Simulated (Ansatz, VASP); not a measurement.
**Two plane-wave programs on HfNbSe4**

File INCAR:

```
  ALGO = Normal
  EDIFF = 1E-7
  ENCUT = 520
  GGA = PE
  ISIF = 2
  ISMEAR = 0
  LASPH = True
  LCHARG = False
  LREAL = False
  LWAVE = False
  NBANDS = 32
  NELM = 60
  PREC = Accurate
  SIGMA = 0.1
```

KPOINTS

```
k-points
0
Gamma
  4 4 4
```

The input POSCAR:

```
HfNbSe4
1.0
    0.0000000000      4.1216973600      4.1216973600
    4.1216973600      0.0000000000      4.1216973600
    4.1216973600      4.1216973600      0.0000000000
Hf Nb Se
1 1 4
Direct
    0.0000000000      0.0000000000      0.0000000000
    0.7500000000      0.7500000000      0.7500000000
    0.8765038300      0.3744987200      0.3744987200
    0.3744987200      0.3744987200      0.3744987200
    0.3744987200      0.8765038300      0.3744987200
    0.3744987200      0.3744987200      0.8765038300
```

Input for Ansatz:

```yaml
crystal:
  lattice:
    - [0.0, 4.12169736, 4.12169736]
    - [4.12169736, 0.0, 4.12169736]
    - [4.12169736, 4.12169736, 0.0]
  atoms:
    - { symbol: Hf, position: [0.0, 0.0, 0.0] }
    - { symbol: Nb, position: [0.75, 0.75, 0.75] }
    - { symbol: Se, position: [0.87650383, 0.37449872, 0.37449872] }
    - { symbol: Se, position: [0.37449872, 0.37449872, 0.37449872] }
    - { symbol: Se, position: [0.37449872, 0.87650383, 0.37449872] }
    - { symbol: Se, position: [0.37449872, 0.37449872, 0.87650383] }
basis:
  ecutwfc: 420
kpoints:
  mp_grid: { grid: [4, 4, 4] }
hamiltonian:
  xc: pbe
scf:
  occupations: { method: gaussian, width: 0.1 }
  lower_state_search: "off"
output:
  forces: true
  stress: true
  eigenvalues: true
```

Change from the starting cell: species swapped into the ZrCu4Ag type (F-43m, No. 216).

Alike in both runs: task single point; functional PBE; k mesh 4 × 4 × 4; occupations gaussian, width 0.1 eV; no spin polarisation.

```csv
,VASP,Ansatz
version,VASP 6.6.1,Ansatz 0.2.0
potentials or method,"VASP PAW PBE potentials, release 64 (Hf_pv, Nb_sv, Se)","scalar-relativistic, plane waves, PAW"
plane-wave cutoff (eV),520,420
valence electrons in the cell,47,103
```

|  | VASP | Ansatz | Ansatz less VASP |
| --- | --- | --- | --- |
| gap on the k mesh at the Fermi level (eV) | none | none | - |
| pressure (GPa) | -9.1 | -9.0 | +0.12 |
| rms of the force components (eV/Å) | 0.067 | 0.068 | +0.0009 |

Atom by atom the forces differ by 0.001 eV/Å (rms over components). A gap of «none» marks a metal or a gap that the smearing closes. The two sets of potentials don't hold the same shells in valence.

The runs have no spin-orbit coupling, so splittings on Hf are missing.
